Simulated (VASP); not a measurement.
An input for Quantum ESPRESSO's pw.x (written as the equivalent of a VASP run, and not itself run):

```
&CONTROL
  calculation = 'scf'
  pseudo_dir = './pseudo'
  outdir = './out'
  tprnfor = .true.
  tstress = .true.
/
&SYSTEM
  ibrav = 0
  nat = 4
  ntyp = 1
  ecutwfc = 102
  occupations = 'smearing'
  smearing = 'gaussian'
  degauss = 0.00735
  input_dft = 'pz'
/
&ELECTRONS
  conv_thr = 7.3e-08
  electron_maxstep = 100
/
ATOMIC_SPECIES
  Cd 112.414 Cd.upf
CELL_PARAMETERS angstrom
     3.1887040    0.0000000    0.0000000
    -1.5943510    2.7614980    0.0000000
     0.0000000    0.0000000   10.2596750
ATOMIC_POSITIONS crystal
  Cd   0.0000000  0.0000000  0.0000000
  Cd   0.0000000  0.0000000  0.5000000
  Cd   0.3333330  0.6666670  0.2500000
  Cd   0.6666670  0.3333330  0.7500000
K_POINTS automatic
  8 8 3 0 0 0
```

### Question
Translate this input to VASP (INCAR, KPOINTS, POSCAR, choice of POTCAR).

### Answer
This is not unique; one that fits is 
INCAR:
```
# general
SYSTEM  = Cd
PREC    = Accurate
ENCUT   = 300
LREAL   = .FALSE.
LASPH   = .TRUE.

# electronic loop
EDIFF   = 1E-6
NELM    = 100
ALGO    = Normal
LMAXMIX = 4

# smearing
ISMEAR  = 0
SIGMA   = 0.1

# ions
ISIF    = 2

# output
LWAVE   = .FALSE.
LCHARG  = .FALSE.
```

KPOINTS:
```
Automatic mesh
0
Gamma
8 8 3
0 0 0
```

### POSCAR
```
Cd
1
    3.1887040000     0.0000000000     0.0000000000
   -1.5943510000     2.7614980000     0.0000000000
    0.0000000000     0.0000000000    10.2596750000
Cd
4
Direct
  0.0000000000   0.0000000000   0.0000000000
  0.0000000000   0.0000000000   0.5000000000
  0.3333330000   0.6666670000   0.2500000000
  0.6666670000   0.3333330000   0.7500000000
```

POTCAR, in this order: Cd (LDA.64 set). Program: vasp_std.

The two are equivalent in intent, not identical: the potentials are each code's own (VASP's PAW set, PseudoDojo norm-conserving files in pw.x), so ENCUT and ecutwfc are chosen apart and not converted; conv_thr bounds pw.x's estimated SCF error, while EDIFF bounds the energy change between steps.

The structure was generated: Cd was put into an ordered model structure, which need not be its known phase. The cell was not relaxed at this level. The run is one of a series of settings (GGA removed, POTCAR Cd (LDA.64 set) against the base run), some of them coarse on purpose.
